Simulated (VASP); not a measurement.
The system is GaAs.

```
Ga As
1.0
     0.00000    2.81943    2.84063
     2.81943    0.00000    2.84063
     2.81943    2.81943    0.00000
Ga As
1 1
Direct
  0.00000 0.00000 0.00000
  0.25000 0.25000 0.25000
```

The cell was built by a generator and isn't the measured one.

Base run:

```yaml
Program: VASP 6.6.1
Functional: PBE
Potentials_or_basis: VASP PAW PBE potentials, release 64 (Ga_d, As)
Cutoff: 400 eV
k_mesh: 12 × 12 × 12
Occupations: gaussian, width 0.02 eV
Spin: no spin polarisation
```

Its results: band gap on the k mesh 0.51 eV, direct; pressure 3.3 GPa.

Task: The run is repeated on the same cell with these changes: functional from PBE to LDA; potentials or basis from VASP PAW PBE potentials, release 64 (Ga_d, As) to VASP PAW LDA potentials, release 64 (Ga_d, As); cutoff from 400 eV to 600 eV. What comes out?

Result: Band gap on the k mesh 0.32 eV, direct; pressure -1.6 GPa.

A k mesh can miss the band edges.

Not every run made on this cell is shown here.
